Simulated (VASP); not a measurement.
Here is a VASP 6.6.1 calculation.

The input INCAR:

```
SYSTEM = Pt
ALGO = Normal ; DIPOL = 0.5 0.5 0.500
EDIFF = 1E-6 ; EDIFFG = -0.02
ENCUT = 520 ; GGA = PE
IBRION = 2 ; IDIPOL = 3
ISIF = 2 ; ISMEAR = 1
KPAR = 4 ; LASPH = .True.
LCHARG = .False. ; LDIPOL = .True.
LREAL = .False. ; LWAVE = .False.
NELM = 80 ; NSW = 80
PREC = Accurate ; SIGMA = 0.1
```

The input KPOINTS:

```
k-points
0
Gamma
  14 14 1
  0 0 0
```

POSCAR

```
Pt
1.0
    2.8050756300      0.0000000000      0.0000000000
    0.0000000000      2.8050756300      0.0000000000
    0.0000000000      0.0000000000     26.9009280000
Pt
7
Direct
    0.5000000000      0.5000000000      0.2788007900
    0.0000000000      0.0000000000      0.3525338600
    0.5000000000      0.5000000000      0.4262669300
    0.0000000000      0.0000000000      0.5000000000
    0.5000000000      0.5000000000      0.5737330700
    0.0000000000      0.0000000000      0.6474661400
    0.5000000000      0.5000000000      0.7211992100
```

Potentials or basis: VASP PAW PBE potentials, release 64 (Pt).

Command:

```bash
$ cat potpaw_PBE.64/Pt/POTCAR > POTCAR
$ mpirun -np 4 vasp_std > vasp.out
```

Question: Predict the energy gained by relaxing.

Answer: 2.4 meV/atom.

Question: Estimate the band gap on the k mesh.

Answer: None (metal or under the smearing width).

Forces on the atoms (eV/Å):
```
Pt   0.000  0.000  0.020
Pt   0.000  0.000 -0.010
Pt   0.000  0.000 -0.002
Pt   0.000  0.000  0.000
Pt   0.000  0.000  0.002
Pt   0.000  0.000  0.010
Pt   0.000  0.000 -0.020
```

Spin-orbit coupling is left out, which matters for the levels of Pt.
